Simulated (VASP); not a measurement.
Input:

```
Rh
1.0
    0.00000     1.90244     1.90244
    1.90244     0.00000     1.90244
    1.90244     1.90244     0.00000
Rh
1
Direct
  0.00000   0.00000   0.00000
```

Level of theory: r2SCAN meta-GGA, VASP's PBE PAW potentials (set 64) (plane waves; VASP). Numerical set-up: PREC = Normal, EDIFF = 1E-5, 400 eV cut-off, 18×18×18 Γ-centred mesh, first-order Methfessel-Paxton smearing of 0.10 eV, potentials Rh_pv.

### Question
Give the stress tensor in GPa (positive for a compressed cell).

### Answer

```
-1.03   0.00   0.00
 0.00  -1.03   0.00
 0.00   0.00  -1.03
```
The pressure is its mean diagonal, -1.03 GPa.

The compound is Rh in the fcc structure. It was relaxed first.
